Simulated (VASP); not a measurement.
# Cd3MgO4 (ordered alloy cell): computed properties

Calculation: PBEsol GGA, VASP's PBE PAW potentials (set 64) (plane waves; VASP).

```
Item                                                                                                 Result
---------------------------------------------  ------------------------------------------------------------
space group                                                                                      R-3m (166)
cell                                           a = b = 3.2284 Å, c = 32.2169 Å, α = β = 90.00°, γ = 120.00°
volume per atom                                                                              12.12 Å^3/atom
band gap (over mesh and band path)                                                                  0.25 eV
smallest direct gap (over mesh and band path)                                                       0.31 eV
band-edge character                                                                        indirect, T to Γ
density                                                                                          7.29 g/cm³
```

```
Cd3MgO4
1.0
    0.00000     2.28280     2.28280
    2.28280     0.00000     2.28280
    9.24389     9.24389    -0.11267
Mg O Cd
1 4 3
Direct
  0.00000   0.00000   0.00000
  0.52743   0.52743   0.10442
  0.50765   0.50765   0.36926
  0.49235   0.49235   0.63074
  0.47257   0.47257   0.89558
  0.01501   0.01501   0.23874
  0.00000   0.00000   0.50000
  0.98499   0.98499   0.76126
```

The structure was generated: Cd3MgO4 was put into an ordered model structure (R-3m), which need not be its known phase. It was relaxed first. Symmetry was kept, so distortions that lower it aren't found.
